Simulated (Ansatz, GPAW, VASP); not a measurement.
**HfS₃ (P2_1/m, 8 atoms in the cell) computed with different codes at matched settings**

Self-consistent single point.

```
CELL_PARAMETERS angstrom
      5.11399     0.00000     0.00000
      0.00000     3.58484     0.00000
     -1.20118     0.00000     9.05401
ATOMIC_POSITIONS crystal
  Hf 0.28558 0.75000 0.65136
  Hf 0.71442 0.25000 0.34864
  S  0.87573 0.75000 0.17818
  S  0.12427 0.25000 0.82182
  S  0.23770 0.25000 0.44810
  S  0.76230 0.75000 0.55190
  S  0.52716 0.25000 0.82195
  S  0.47284 0.75000 0.17805
```

Shared settings, as Ansatz (a first-principles code) writes them: kpoints.mp_grid.grid = 4 5 2; scf.occupations.method = fixed. Potentials and cutoffs stand in the table.

| code | model | pressure (GPa) | largest force (eV/Å) | gap on the mesh (eV) | cutoff |
|---|---|---|---|---|---|
| GPAW | PBEsol, GPAW PAW datasets PBEsol (made by gpaw-setup) | -0.20 | 0.524 | 0.972 | 550 eV |
| Ansatz | PBEsol, default PAW files made with PBE | -0.36 | 0.475 | 0.968 | default |
| VASP | PBEsol, VASP's PBE PAW potentials (set 64) | -1.24 | 0.364 | 0.982 | 300 eV |

Size of the force on each atom (eV/Å): Sizes of forces hide their directions.

```tsv
code	Hf1	Hf2	S3	S4	S5	S6	S7	S8
GPAW	0.090	0.090	0.524	0.524	0.171	0.171	0.521	0.521
Ansatz	0.067	0.067	0.475	0.475	0.150	0.150	0.472	0.472
VASP	0.066	0.066	0.364	0.364	0.127	0.127	0.360	0.360
```

Gaps are read on the mesh.

On Ansatz's run: spin-orbit coupling is off.

The spread over the programs that give each value: pressure within 1.04 GPa; largest force within 0.160 eV/Å; gap on the mesh within 0.014 eV.

Ansatz's pressure is given at a fixed set of plane waves, as the other plane-wave codes print theirs. In the force vectors, VASP (by 0.119) lies more than 0.08 eV/Å from the median of the plane-wave programs.

VASP's run is marked for a possible Pulay error in its stress at this cutoff; no cutoff test was made.

VASP ran the fixed occupations as a Gaussian smearing of 0.01 eV.

The starting cell comes from a database of computed structures (which also holds hypothetical and non-ambient phases and stackings), without a prior relaxation at this level. Its lattice was rescaled by a random factor within 2.5 % of one.

Left out of this page: ABINIT (with a known weakness of the program); CP2K and SIESTA (not drawn, or without a comparable value).

Keys are those of Ansatz 0.2.
